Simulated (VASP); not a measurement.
These are vdW-DF-cx, VASP's PBE PAW potentials (set 64) (plane waves; VASP 6.6.1) values and carry that method's errors.

Input for VASP

INCAR:
```
! general
SYSTEM   = GaP
PREC     = Accurate
ENCUT    = 520
LREAL    = .FALSE.
LASPH    = .TRUE.

! electronic loop
EDIFF    = 1E-7
NELM     = 100
ALGO     = Normal
LMAXMIX  = 4

! smearing
ISMEAR   = 0
SIGMA    = 0.05

! functional
GGA      = CX
LUSE_VDW = .TRUE.
AGGAC    = 0.0

! ions
ISIF     = 2

! output
LWAVE    = .FALSE.
LCHARG   = .FALSE.
```

**KPOINTS**
```
Automatic
0
G
8 8 8
```

**POSCAR**
```
GaP
1
    0.0000000000     2.7519819528     2.7519819528
    2.7519819528     0.0000000000     2.7519819528
    2.7519819528     2.7519819528     0.0000000000
Ga P
1 1
Direct
  0.0000000000   0.0000000000   0.0000000000
  0.2500000000   0.2500000000   0.2500000000
```

POTCAR, in this order: Ga_d P (PBE.64 set). Program: vasp_std.

What VASP printed:

### OSZICAR
```
       N       E                     dE             d eps       ncg     rms          rms(c)
DAV:   1     0.858744908412E+02    0.85874E+02   -0.95686E+03   767   0.196E+03
DAV:   2     0.173345699696E+01   -0.84141E+02   -0.80195E+02   809   0.329E+02
DAV:   3    -0.477199095561E+01   -0.65054E+01   -0.64727E+01   949   0.770E+01
DAV:   4    -0.488939615696E+01   -0.11741E+00   -0.11734E+00   885   0.113E+01
DAV:   5    -0.489217696265E+01   -0.27808E-02   -0.27806E-02  1004   0.149E+00    0.401E+00
DAV:   6    -0.467905013186E+01    0.21313E+00   -0.40881E-01  1136   0.123E+01    0.261E+00
DAV:   7    -0.465134320689E+01    0.27707E-01   -0.91906E-02   994   0.244E+00    0.101E+00
DAV:   8    -0.465049217724E+01    0.85103E-03   -0.11606E-02   867   0.153E+00    0.133E-01
DAV:   9    -0.465077987886E+01   -0.28770E-03   -0.10697E-03   975   0.542E-01    0.715E-02
DAV:  10    -0.465082796815E+01   -0.48089E-04   -0.82756E-05   952   0.965E-02    0.369E-02
DAV:  11    -0.465087747589E+01   -0.49508E-04   -0.68061E-05   809   0.808E-02    0.377E-03
DAV:  12    -0.465087742726E+01    0.48634E-07   -0.21839E-06   959   0.220E-02    0.311E-03
DAV:  13    -0.465087781468E+01   -0.38742E-06   -0.77867E-07   839   0.774E-03    0.182E-03
DAV:  14    -0.465087777277E+01    0.41914E-07   -0.28383E-08   577   0.235E-03
   1 F= -.46508778E+01 E0= -.46508778E+01  d E =-.123823E-12
```

OUTCAR:
```
------------------------ aborting loop because EDIFF is reached ----------------------------------------
  FORCE on cell =-STRESS in cart. coord.  units (eV):
  Direction    XX          YY          ZZ          XY          YZ          ZX
  --------------------------------------------------------------------------------------
  Total       -0.6020831     -0.6020831     -0.6020831      0.0000000      0.0000000     -0.0000000
  in kB      -23.1419673    -23.1419673    -23.1419673      0.0000000      0.0000000     -0.0000000
  external PRESSURE =     -23.1419673 kB  Pullay stress =       0.0000000 kB
  volume of cell :       41.68
      direct lattice vectors                 reciprocal lattice vectors
     0.000000000  2.751981953  2.751981953    -0.181687238  0.181687238  0.181687238
     2.751981953  0.000000000  2.751981953     0.181687238 -0.181687238  0.181687238
     2.751981953  2.751981953  0.000000000     0.181687238  0.181687238 -0.181687238
  FREE ENERGIE OF THE ION-ELECTRON SYSTEM (eV)
  ---------------------------------------------------
  free  energy   TOTEN  =        -4.6508777728 eV

  energy  without entropy=       -4.6508777728  energy(sigma->0) =       -4.65087777
```
(Selected blocks of OUTCAR.)

**OUTCAR**
```
 val. band max:        4.2891123678   @ k =   0.0000   0.0000   0.0000

 cond. band min:       5.8256703561   @ k =   0.5000   0.0000   0.0000


 Fermi energy:         4.5183069331

 k-point     1 :       0.0000    0.0000    0.0000
  band No.  band energies     occupation
      1     -10.2660      2.00000
      2     -10.2660      2.00000
      3     -10.2660      2.00000
      4     -10.1754      2.00000
      5     -10.1754      2.00000
      6      -7.9929      2.00000
      7       4.2891      2.00000
      8       4.2891      2.00000
      9       4.2891      2.00000
     10       5.8371      0.00000
     11       8.1393      0.00000
     12       8.1393      0.00000
     13       8.1393      0.00000

 k-point     2 :       0.1250    0.0000    0.0000
  band No.  band energies     occupation
      1     -10.2774      2.00000
      2     -10.2618      2.00000
      3     -10.2618      2.00000
      4     -10.1754      2.00000
      5     -10.1754      2.00000
      6      -7.7980      2.00000
      7       2.6501      2.00000
      8       4.0676      2.00000
      9       4.0676      2.00000
     10       6.5398      0.00000
     11       8.4783      0.00000
     12       8.4783      0.00000
     13       8.6548      0.00000

 k-point     3 :       0.2500    0.0000    0.0000
  band No.  band energies     occupation
      1     -10.3030      2.00000
      2     -10.2527      2.00000
      3     -10.2527      2.00000
      4     -10.1742      2.00000
      5     -10.1742      2.00000
      6      -7.2448      2.00000
      7       0.4551      2.00000
      8       3.6486      2.00000
      9       3.6486      2.00000
     10       6.2978      0.00000
     11       8.9759      0.00000
     12       8.9759      0.00000
     13      10.4462      0.00000

 k-point     4 :       0.3750    0.0000    0.0000
  band No.  band energies     occupation
      1     -10.3266      2.00000
      2     -10.2457      2.00000
      3     -10.2457      2.00000
...
```

The compound is GaP in the zinc blende structure. This cell is one point of a volume scan, at 1.03 of the reference volume.
